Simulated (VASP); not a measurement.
Input:

```
CELL_PARAMETERS angstrom
      0.00000     2.58000     2.58000
      2.58000     0.00000     2.58000
      2.58000     2.58000     0.00000
ATOMIC_POSITIONS crystal
  Sr 0.00000 0.00000 0.00000
  O  0.50000 0.50000 0.50000
```

Computed with PBE GGA, VASP's PBE PAW potentials (set 64) (plane waves; VASP). Run with EDIFF = 1E-3, 520 eV cut-off, 8×8×8 Γ-centred mesh, Gaussian smearing of 0.050 eV, potentials Sr_sv O.

Give the stress tensor in GPa (positive for a compressed cell).

```
2.66  0.00  0.00
0.00  2.66  0.00
0.00  0.00  2.66
```
The pressure is its mean diagonal, 2.66 GPa.

The compound is SrO in the rock salt structure. The cell was not relaxed at this level. The run is one of a series of settings (EDIFF = 1E-3 against the base run), some of them coarse on purpose.
